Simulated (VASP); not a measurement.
Consider the following.

```xyz
2
Lattice="0.0000 2.9960 2.9960 2.9960 0.0000 2.9960 2.9960 2.9960 0.0000" Properties=species:S:1:pos:R:3 pbc="T T T"
Cd     0.0000     0.0000     0.0000
Se     1.4980     1.4980     1.4980
```

These are AM05 GGA, VASP's PBE PAW potentials (set 64) (plane waves; VASP 6.6.1) values and carry that method's errors. Settings: 520 eV cut-off, 8×8×8 Γ-centred mesh, Gaussian smearing of 0.050 eV, potentials Cd Se.

### Question
Give the stress tensor in GPa (positive for a compressed cell).

### Answer

```
3.52  0.00  0.00
0.00  3.52  0.00
0.00  0.00  3.52
```
The pressure is its mean diagonal, 3.52 GPa.

The compound is CdSe in the zinc blende structure, whereas wurtzite is the usual form. This cell is one point of a volume scan, at 0.94 of the reference volume.
